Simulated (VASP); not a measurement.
Consider the following.

```
WP
1.0
    0.00000     3.10614     3.10614
    3.10614     0.00000     3.10614
    3.10614     3.10614     0.00000
W P
1 1
Direct
  0.00000   0.00000   0.00000
  0.25000   0.25000   0.25000
```

All values below come from r2SCAN meta-GGA, VASP's PBE PAW potentials (set 64) (plane waves; VASP). Numerical set-up: 400 eV cut-off, 9×9×9 Γ-centred mesh, first-order Methfessel-Paxton smearing of 0.10 eV, potentials W_sv P.

Energy and stress use the plane-wave basis of the starting cell.

Question: The ions, cell shape and volume are relaxed. Give the cell that the relaxation ends in.

Answer: 
```
WP
1.0
    0.00000     2.69570     2.69570
    2.69570     0.00000     2.69570
    2.69570     2.69570     0.00000
W P
1 1
Direct
  0.00000   0.00000   0.00000
  0.25000   0.25000   0.25000
```
Space group F-43m (216), at a tolerance of 0.03 Å.

Question: How do energy and volume change from the first to the last step?

Answer: The energy (σ→0) changes by -1254.3 meV/atom and the volume by -34.6 %, in 5 ionic steps.

```tsv
step	E(σ→0) (eV)	max force (eV/Å)	pressure (GPa)	volume (Å³)
1	-56.7189	0.000	-26.31	59.94
2	-55.5004	0.000	128.87	26.58
3	-59.2015	0.000	-5.38	40.68
4	-59.2241	0.000	-2.04	39.72
5	-59.2275	0.000	0.05	39.18
```

The structure was generated: WP was put into the zinc blende type (F-43m), which need not be its known phase. This run relaxes it. Symmetry was kept, so distortions that lower it aren't found. The electron count is odd and the run is not spin-polarised, which forces a metal.
